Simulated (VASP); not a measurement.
Data:

```
Au
1.0
    0.00000     2.13764     2.13764
    2.13764     0.00000     2.13764
    2.13764     2.13764     0.00000
Au
1
Direct
  0.00000   0.00000   0.00000
```

Method: RPBE GGA, VASP's PBE PAW potentials (set 64) (plane waves; VASP). Settings: 520 eV cut-off, 15×15×15 Γ-centred mesh, first-order Methfessel-Paxton smearing of 0.10 eV, potentials Au.

Problem. Give the stress tensor in GPa (positive for a compressed cell).

Solution. 
```
-5.64   0.00   0.00
 0.00  -5.64   0.00
 0.00   0.00  -5.64
```
The pressure is its mean diagonal, -5.64 GPa.

The compound is Au in the fcc structure. This cell is one point of a volume scan, at 1.06 of the reference volume.
